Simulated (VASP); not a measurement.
# From one sheet to two: 1T-PtS2 monolayer, part 6 of 9

Aim: relax 1T-PtS2 monolayer, place its levels against the vacuum, then find how two sheets stack and bind.

VASP 6.6.1, plane waves and PAW; the level of theory is named at each step.

So far. Step 6 (The slab in a field, field 0.1): Energy at zero smearing: -68.17884 eV. Step 7 (With spin-orbit coupling): The path shows an indirect gap of 1.99 eV (valence top between Γ and M, conduction bottom between Γ and M). The least direct gap is 2.08 eV.

## 8. A rigid stacking

This step: r2SCAN with rVV10; plane waves and PAW (Pt, S) (VASP 6.6.1).

System of this step: bilayer of 1T-PtS2 monolayer. The cell holds 6 atoms: 2 Pt and 4 S. Cell: a = 3.524 Å, b = 3.524 Å, c = 25.088 Å, α = 90.0°, β = 90.0°, γ = 120.0°. upper sheet same orientation, shifted by (0.00, 0.00). Vacuum lies along c.

Two rigid sheets are set at a typed distance in several high-symmetry stackings, to find where to start. The upper sheet is shifted or turned in the plane and never flipped over.

Input file INCAR:

```
SYSTEM = PtS2
PREC = Normal
ENCUT = 350
EDIFF = 1E-05
NELM = 120
ISMEAR = 0
SIGMA = 0.03
LREAL = .FALSE.
ALGO = Normal
METAGGA = R2SCAN
LUSE_VDW = .TRUE.
IVDW_NL = 2
BPARAM = 11.95
CPARAM = 0.0093
LASPH = .TRUE.
NBANDS = 28
LORBIT = 11
LWAVE = .FALSE.
LCHARG = .FALSE.
KPAR = 4
IDIPOL = 3
LDIPOL = .TRUE.
DIPOL = 0.5 0.5 0.5
```

Input file POSCAR:

```
PtS2
1.0
    3.5237097156      0.0000000000      0.0000000000
   -1.7618548578      3.0516221292      0.0000000000
    0.0000000000      0.0000000000     25.0876673352
Pt S
2 4
Direct
    0.0000000000      0.0000000000      0.3885142700
    0.0000000000      0.0000000000      0.6114857300
    0.3333333300      0.6666666700      0.3388118900
    0.6666666700      0.3333333300      0.4382166600
    0.3333333300      0.6666666700      0.5617833400
    0.6666666700      0.3333333300      0.6611881100
```

Input file KPOINTS:

```
Automatic mesh
0
Gamma
12 12 1
0 0 0
```

Potentials, in the order of the species: Pt and S (PBE family, release 64).

Started as:

```sh
mpirun -np 4 vasp_std
```

The program printed:

```text
[banner, memory and clock lines left out]
running    4 mpi-ranks, on    1 nodes
 distrk:  each k-point on    1 cores,    4 groups
 distr:  one band on    1 cores,    1 groups

 POSCAR found type information on POSCAR PtS
 POSCAR found :  2 types and       6 ions
 [... a notice as in an earlier step ...]

 [... a notice as in an earlier step ...]

 LDA part: xc-table for (None), standard interpolation
 POSCAR, INCAR and KPOINTS ok, starting setup
 FFT: planning ... GRIDC
 FFT: planning ... GRID_SOFT
 FFT: planning ... GRID
 WAVECAR not read
 entering main loop
       N       E                     dE             d eps       ncg     rms          rms(c)
Total rVV10 correction in eV:      1.1084835    50.5216144
Total rVV10 correction in eV:      1.1084835    50.5216144
Total rVV10 correction in eV:      1.1084835    50.5216144
Total rVV10 correction in eV:      1.1084835    50.5216144
DAV:   1     0.176094619884E+03    0.17609E+03   -0.14676E+04  1064   0.938E+02
DAV:   2    -0.121167999558E+03   -0.29726E+03   -0.28876E+03  1488   0.219E+02
DAV:   3    -0.149850674438E+03   -0.28683E+02   -0.28160E+02  1260   0.763E+01
DAV:   4    -0.150649261301E+03   -0.79859E+00   -0.79494E+00  1408   0.140E+01
DAV:   5    -0.150667933853E+03   -0.18673E-01   -0.18666E-01  1308   0.218E+00    0.261E+01
Total rVV10 correction in eV:      1.1074253    50.5265012
Total rVV10 correction in eV:      1.1074253    50.5265012
Total rVV10 correction in eV:      1.1074253    50.5265012
Total rVV10 correction in eV:      1.1074253    50.5265012
DAV:   6    -0.137149314338E+03    0.13519E+02   -0.23536E+01  1180   0.379E+01    0.190E+01
Total rVV10 correction in eV:      1.1144954    50.5230545
Total rVV10 correction in eV:      1.1144954    50.5230545
Total rVV10 correction in eV:      1.1144954    50.5230545
Total rVV10 correction in eV:      1.1144954    50.5230545
DAV:   7    -0.136565374923E+03    0.58394E+00   -0.46363E+00  1140   0.194E+01    0.758E+00
Total rVV10 correction in eV:      1.1219853    50.5223254
Total rVV10 correction in eV:      1.1219853    50.5223254
Total rVV10 correction in eV:      1.1219853    50.5223254
Total rVV10 correction in eV:      1.1219853    50.5223254
DAV:   8    -0.136593429804E+03   -0.28055E-01   -0.35090E-01  1244   0.344E+00    0.204E+00
Total rVV10 correction in eV:      1.1261757    50.5220072
Total rVV10 correction in eV:      1.1261757    50.5220072
Total rVV10 correction in eV:      1.1261757    50.5220072
Total rVV10 correction in eV:      1.1261757    50.5220072
DAV:   9    -0.136555324877E+03    0.38105E-01   -0.10947E-01  1176   0.300E+00    0.482E-01
Total rVV10 correction in eV:      1.1269371    50.5218872
Total rVV10 correction in eV:      1.1269371    50.5218872
Total rVV10 correction in eV:      1.1269371    50.5218872
Total rVV10 correction in eV:      1.1269371    50.5218872
DAV:  10    -0.136557607603E+03   -0.22827E-02   -0.15557E-02  1236   0.682E-01    0.527E-01
Total rVV10 correction in eV:      1.1268254    50.5218865
Total rVV10 correction in eV:      1.1268254    50.5218865
Total rVV10 correction in eV:      1.1268254    50.5218865
Total rVV10 correction in eV:      1.1268254    50.5218865
DAV:  11    -0.136557629552E+03   -0.21949E-04   -0.28013E-04  1348   0.921E-02    0.458E-01
Total rVV10 correction in eV:      1.1270309    50.5218054
Total rVV10 correction in eV:      1.1270309    50.5218054
Total rVV10 correction in eV:      1.1270309    50.5218054
Total rVV10 correction in eV:      1.1270309    50.5218054
DAV:  12    -0.136559711483E+03   -0.20819E-02   -0.62116E-03  1304   0.367E-01    0.861E-01
Total rVV10 correction in eV:      1.1283537    50.5217468
Total rVV10 correction in eV:      1.1283537    50.5217468
Total rVV10 correction in eV:      1.1283537    50.5217468
Total rVV10 correction in eV:      1.1283537    50.5217468
DAV:  13    -0.136558238721E+03    0.14728E-02   -0.25152E-03  1148   0.398E-01    0.572E-01
Total rVV10 correction in eV:      1.1287205    50.5217005
Total rVV10 correction in eV:      1.1287205    50.5217005
Total rVV10 correction in eV:      1.1287205    50.5217005
Total rVV10 correction in eV:      1.1287205    50.5217005
DAV:  14    -0.136558089130E+03    0.14959E-03   -0.15020E-03  1284   0.186E-01    0.130E-01
Total rVV10 correction in eV:      1.1287886    50.5216875
Total rVV10 correction in eV:      1.1287886    50.5216875
Total rVV10 correction in eV:      1.1287886    50.5216875
Total rVV10 correction in eV:      1.1287886    50.5216875
DAV:  15    -0.136558092588E+03   -0.34577E-05   -0.54750E-05  1336   0.447E-02
Total rVV10 correction in eV:      1.1290719    50.5216294
Total rVV10 correction in eV:      1.1290719    50.5216294
Total rVV10 correction in eV:      1.1290719    50.5216294
Total rVV10 correction in eV:      1.1290719    50.5216294
Total rVV10 correction in eV:      1.1287834    50.5216776
Total rVV10 correction in eV:      1.1287834    50.5216776
Total rVV10 correction in eV:      1.1287834    50.5216776
Total rVV10 correction in eV:      1.1287834    50.5216776
   1 F= -.13655809E+03 E0= -.13655809E+03  d E =-.269639E-21
```

Run time: 77 s. Hardware: 4 MPI ranks of Intel Xeon Platinum 8259CL at 2.50GHz (Skylake/Cascade Lake), shared host; peak memory 1.4 GiB; 5.1 min of CPU time.

Parts of OUTCAR (step 8):

```text
   k-points           NKPTS =     19   k-points in BZ     NKDIM =     19   number of bands    NBANDS=     28

   ENCUT  =  350.0 eV  25.72 Ry    5.07 a.u.   5.38  5.38 38.27*2*pi/ulx,y,z

   NELECT =      44.0000    total number of electrons

 E-fermi :  -1.0650

 k-point     1 :       0.0000    0.0000    0.0000
  band No.  band energies     occupation
    ...
     18      -1.9150      2.00000
     19      -1.9150      2.00000
     20      -1.8667      2.00000
     21      -1.8667      2.00000
     22      -1.7155      2.00000
     23       1.7583      0.00000
     24       1.7583      0.00000
     25       1.8757      0.00000
     26       1.8757      0.00000
     27       4.5596      0.00000
    ...

  Total        0.2182352      0.2182352     -0.3708632      0.0000000     -0.0000000     -0.0000000
  in kB        1.2961170      1.2961170     -2.2025877      0.0000000     -0.0000000     -0.0000000
  external PRESSURE =       0.1298821 kB  Pullay stress =       0.0000000 kB

 POSITION                                       TOTAL-FORCE (eV/Angst)
 -----------------------------------------------------------------------------------
      0.00000      0.00000      9.74692         0.000000     -0.000000      0.086742
      0.00000      0.00000     15.34075         0.000000     -0.000000     -0.086742
     -0.00000      2.03441      8.50000         0.000000     -0.000000     -0.035840
      1.76185      1.01721     10.99383        -0.000000      0.000000      0.011279
     -0.00000      2.03441     14.09383         0.000000      0.000000     -0.011279
      1.76185      1.01721     16.58767        -0.000000     -0.000000      0.035840
 -----------------------------------------------------------------------------------
    total drift:                                0.000000      0.000000      0.000000

  FREE ENERGIE OF THE ION-ELECTRON SYSTEM (eV)
  ---------------------------------------------------
  free  energy   TOTEN  =      -136.5580925879 eV

  energy  without entropy=     -136.5580925879  energy(sigma->0) =     -136.55809259

 vacuum level on the upper side and lower side of the slab         4.783         4.783

[... 2 parts as in an earlier step ...]

[... 14 further parts left out ...]
```

Numbers from this step:

| Item | Value |
| --- | --- |
| electronic cycles | 15 |
| electrons | 44 |
| free energy (TOTEN) | -136.5581 eV |
| Fermi energy | -1.065 eV |
| gap on the k-mesh | 1.472 eV |
| least direct gap on the k-mesh | 1.774 eV |

Force by atom:

```csv
atom,x (eV/Å),y (eV/Å),z (eV/Å),size
Pt1,0.0000,0.0000,0.0867,0.0867
Pt2,0.0000,0.0000,-0.0867,0.0867
S3,0.0000,0.0000,-0.0358,0.0358
S4,0.0000,0.0000,0.0113,0.0113
S5,0.0000,0.0000,-0.0113,0.0113
S6,0.0000,0.0000,0.0358,0.0358
```

Energy at zero smearing: -136.55809 eV.

## 9. A rigid stacking

INCAR is that of step 8.

Input file POSCAR:

```
PtS2
1.0
    3.5237097156      0.0000000000      0.0000000000
   -1.7618548578      3.0516221292      0.0000000000
    0.0000000000      0.0000000000     25.0876673352
Pt S
2 4
Direct
    0.0000000000      0.0000000000      0.3885142700
    0.3333333300      0.6666666700      0.6114857300
    0.3333333300      0.6666666700      0.3388118900
    0.6666666700      0.3333333300      0.4382166600
    0.6666666700      0.3333333300      0.5617833400
    0.0000000000      1.0000000000      0.6611881100
```

KPOINTS is that of step 8.

Started as:

```sh
mpirun -np 4 vasp_std
```

The program printed:

```text
[... set-up lines as in an earlier step ...]
 entering main loop
       N       E                     dE             d eps       ncg     rms          rms(c)
Total rVV10 correction in eV:      1.1100908    50.5216159
Total rVV10 correction in eV:      1.1100908    50.5216159
Total rVV10 correction in eV:      1.1100908    50.5216159
Total rVV10 correction in eV:      1.1100908    50.5216159
DAV:   1     0.175960781883E+03    0.17596E+03   -0.14671E+04  1064   0.938E+02
DAV:   2    -0.121699522230E+03   -0.29766E+03   -0.28860E+03  1480   0.221E+02
DAV:   3    -0.149745555577E+03   -0.28046E+02   -0.27540E+02  1276   0.759E+01
DAV:   4    -0.150487369661E+03   -0.74181E+00   -0.73560E+00  1412   0.135E+01
DAV:   5    -0.150504947372E+03   -0.17578E-01   -0.17570E-01  1376   0.210E+00    0.264E+01
Total rVV10 correction in eV:      1.1103904    50.5306288
Total rVV10 correction in eV:      1.1103904    50.5306288
Total rVV10 correction in eV:      1.1103904    50.5306288
Total rVV10 correction in eV:      1.1103904    50.5306288
[...]
Total rVV10 correction in eV:      1.1329923    50.5217195
DAV:  14    -0.136365508652E+03    0.28417E-03   -0.80963E-04  1204   0.133E-01    0.319E-01
Total rVV10 correction in eV:      1.1332755    50.5216631
Total rVV10 correction in eV:      1.1332755    50.5216631
Total rVV10 correction in eV:      1.1332755    50.5216631
Total rVV10 correction in eV:      1.1332755    50.5216631
DAV:  15    -0.136365478463E+03    0.30189E-04   -0.30323E-04  1344   0.809E-02    0.850E-02
Total rVV10 correction in eV:      1.1333373    50.5216479
Total rVV10 correction in eV:      1.1333373    50.5216479
Total rVV10 correction in eV:      1.1333373    50.5216479
Total rVV10 correction in eV:      1.1333373    50.5216479
DAV:  16    -0.136365478137E+03    0.32648E-06   -0.23454E-05   912   0.331E-02
Total rVV10 correction in eV:      1.1335355    50.5216293
Total rVV10 correction in eV:      1.1335355    50.5216293
Total rVV10 correction in eV:      1.1335355    50.5216293
Total rVV10 correction in eV:      1.1335355    50.5216293
Total rVV10 correction in eV:      1.1334392    50.5216326
Total rVV10 correction in eV:      1.1334392    50.5216326
Total rVV10 correction in eV:      1.1334392    50.5216326
Total rVV10 correction in eV:      1.1334392    50.5216326
   1 F= -.13636548E+03 E0= -.13636548E+03  d E =-.507331E-17
```

Elapsed: 83 s, on 4 MPI ranks; peak memory 1.4 GiB.

From OUTCAR (step 9):

```text
  Total        0.2999018      0.2999018      1.6334267      0.0000000      0.0000000      0.0000000
  in kB        1.7811417      1.7811417      9.7010573      0.0000000      0.0000000      0.0000000
  external PRESSURE =       4.4211136 kB  Pullay stress =       0.0000000 kB

 POSITION                                       TOTAL-FORCE (eV/Angst)
 -----------------------------------------------------------------------------------
      0.00000      0.00000      9.74692         0.000000     -0.000000     -0.092190
     -0.00000      2.03441     15.34075        -0.000000      0.000000      0.092190
     -0.00000      2.03441      8.50000        -0.000000      0.000000     -0.014898
      1.76185      1.01721     10.99383         0.000000      0.000000     -0.374506
      1.76185      1.01721     14.09383        -0.000000      0.000000      0.374506
      0.00000      0.00000     16.58767         0.000000     -0.000000      0.014898
 -----------------------------------------------------------------------------------
    total drift:                                0.000010      0.000008      0.000308

  FREE ENERGIE OF THE ION-ELECTRON SYSTEM (eV)
  ---------------------------------------------------
  free  energy   TOTEN  =      -136.3654781367 eV

  energy  without entropy=     -136.3654781367  energy(sigma->0) =     -136.36547814

[... 2 parts as in an earlier step ...]

[... 1 further part left out ...]
[key lines of the parts left out:]
E-fermi :  -0.8515
```

Energy at zero smearing: -136.36548 eV.

## 10. A rigid stacking

INCAR is that of step 9.

Input file POSCAR:

```
PtS2
1.0
    3.5237097156      0.0000000000      0.0000000000
   -1.7618548578      3.0516221292      0.0000000000
    0.0000000000      0.0000000000     25.0876673352
Pt S
2 4
Direct
    0.0000000000      0.0000000000      0.3885142700
    0.6666666700      0.3333333300      0.6114857300
    0.3333333300      0.6666666700      0.3388118900
    0.6666666700      0.3333333300      0.4382166600
    1.0000000000      0.0000000000      0.5617833400
    0.3333333300      0.6666666700      0.6611881100
```

KPOINTS is that of step 9.

Started as:

```sh
mpirun -np 4 vasp_std
```

The program printed:

```text
[... set-up lines as in an earlier step ...]
 entering main loop
       N       E                     dE             d eps       ncg     rms          rms(c)
Total rVV10 correction in eV:      1.1085822    50.5216115
Total rVV10 correction in eV:      1.1085822    50.5216115
Total rVV10 correction in eV:      1.1085822    50.5216115
Total rVV10 correction in eV:      1.1085822    50.5216115
DAV:   1     0.176278984762E+03    0.17628E+03   -0.14688E+04  1064   0.938E+02
DAV:   2    -0.122614812261E+03   -0.29889E+03   -0.29162E+03  1524   0.221E+02
DAV:   3    -0.149863930859E+03   -0.27249E+02   -0.26668E+02  1240   0.750E+01
DAV:   4    -0.150641962699E+03   -0.77803E+00   -0.77470E+00  1444   0.137E+01
DAV:   5    -0.150657386442E+03   -0.15424E-01   -0.15419E-01  1324   0.201E+00    0.261E+01
Total rVV10 correction in eV:      1.1069566    50.5313321
Total rVV10 correction in eV:      1.1069566    50.5313321
Total rVV10 correction in eV:      1.1069566    50.5313321
Total rVV10 correction in eV:      1.1069566    50.5313321
[...]
Total rVV10 correction in eV:      1.1284444    50.5217095
DAV:  14    -0.136550752655E+03    0.54767E-04   -0.60322E-04  1332   0.129E-01    0.188E-01
Total rVV10 correction in eV:      1.1285357    50.5216849
Total rVV10 correction in eV:      1.1285357    50.5216849
Total rVV10 correction in eV:      1.1285357    50.5216849
Total rVV10 correction in eV:      1.1285357    50.5216849
DAV:  15    -0.136550741197E+03    0.11458E-04   -0.78596E-05  1356   0.457E-02    0.909E-02
Total rVV10 correction in eV:      1.1285715    50.5216680
Total rVV10 correction in eV:      1.1285715    50.5216680
Total rVV10 correction in eV:      1.1285715    50.5216680
Total rVV10 correction in eV:      1.1285715    50.5216680
DAV:  16    -0.136550744676E+03   -0.34791E-05   -0.33710E-06   668   0.148E-02
Total rVV10 correction in eV:      1.1288594    50.5216291
Total rVV10 correction in eV:      1.1288594    50.5216291
Total rVV10 correction in eV:      1.1288594    50.5216291
Total rVV10 correction in eV:      1.1288594    50.5216291
Total rVV10 correction in eV:      1.1286988    50.5216421
Total rVV10 correction in eV:      1.1286988    50.5216421
Total rVV10 correction in eV:      1.1286988    50.5216421
Total rVV10 correction in eV:      1.1286988    50.5216421
   1 F= -.13655074E+03 E0= -.13655074E+03  d E =-.137578E-21
```

The job ended after 83 s (4 MPI ranks; peak memory 1.4 GiB; 5.4 min of CPU time).

OUTCAR, selected parts (step 10):

```text
  Total        0.1358737      0.1358737     -0.1132440      0.0000000      0.0000000      0.0000000
  in kB        0.8069650      0.8069650     -0.6725657      0.0000000      0.0000000      0.0000000
  external PRESSURE =       0.3137881 kB  Pullay stress =       0.0000000 kB

 POSITION                                       TOTAL-FORCE (eV/Angst)
 -----------------------------------------------------------------------------------
      0.00000      0.00000      9.74692        -0.000000     -0.000000      0.030634
      1.76185      1.01721     15.34075         0.000000     -0.000000     -0.030634
     -0.00000      2.03441      8.50000        -0.000000     -0.000000     -0.024293
      1.76185      1.01721     10.99383         0.000000     -0.000000      0.003399
      0.00000      0.00000     14.09383        -0.000000     -0.000000     -0.003399
     -0.00000      2.03441     16.58767         0.000000      0.000000      0.024293
 -----------------------------------------------------------------------------------
    total drift:                                0.000002     -0.000001      0.000818

  FREE ENERGIE OF THE ION-ELECTRON SYSTEM (eV)
  ---------------------------------------------------
  free  energy   TOTEN  =      -136.5507446758 eV

  energy  without entropy=     -136.5507446758  energy(sigma->0) =     -136.55074468

[... 2 parts as in an earlier step ...]

[... 1 further part left out ...]
[key lines of the parts left out:]
E-fermi :  -1.0804
```

Energy at zero smearing: -136.55074 eV.

(Continued in part 7 of 9.)

[Lines on the potential files, build, host, timing and source positions are cut from VASP's logs without a mark.]

[Logs are printed without paths, hosts, clocks, repeated set-up lines and the standing remarks that a program may print on its own settings, such as how far it seeks lower states.]

[Hosts, paths, dates, database ids (printed as entryN), source tags and the programs' standing remarks are cut or masked in the printed files.]

[Runs that stopped without an error message from VASP are left out.]
